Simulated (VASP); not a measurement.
NbTe, 2 atoms in the cell. It takes space group P-6m2 (No. 187, hexagonal). The conventional cell has a = 3.703 Å, b = 3.703 Å, c = 3.694 Å, α = 90.00°, β = 90.00°, γ = 120.00°. Te (site symmetry -6m2) is surrounded by 6 Nb at 2.83 Å. Nb (site symmetry -6m2) is surrounded by 6 Te at 2.83 Å. The cell comes from a database or a generator and needn't be the stable form of this composition.

| Quantity | Value |
| --- | --- |
| Program | VASP 6.6.1 |
| Task | relaxation of cell and atoms |
| Functional | r2SCAN50 |
| Potentials or basis | VASP PAW PBE potentials, release 64 (Te, Nb_sv) |
| Cutoff | 600 eV |
| k mesh | 4 × 4 × 4 |
| Occupations | gaussian, width 0.05 eV |
| Spin | no spin polarisation |
| Grid for exact exchange (PRECFOCK) | Fast |
| Exchange at q = 0 | default |
| Further INCAR settings | ALGO = Normal; EDIFF = 1e-07; IBRION = 2; EDIFFG = -0.005; NSW = 60; ISIF = 3 |

Potentials or basis: VASP PAW PBE potentials, release 64 (Te, Nb_sv).

Run with:

```bash
$ cat potpaw_PBE.64/Te/POTCAR potpaw_PBE.64/Nb_sv/POTCAR > POTCAR
$ cp INCAR.step1 INCAR
$ mpirun -np 1 vasp_std > vasp.out
$ cp INCAR.step2 INCAR
$ mpirun -np 1 vasp_std > vasp.out
```

Hardware: 1 thread of Intel(R) Xeon(R) 6975P-C (Granite Rapids) (shared host).

**Question.** Estimate the wall time of this run.

**Answer.** It took 23 min on 1 thread of Intel(R) Xeon(R) 6975P-C (Granite Rapids) (shared host), peak memory 0.21 GiB. Counts: scf iterations 128, k points 12, ion steps 12.
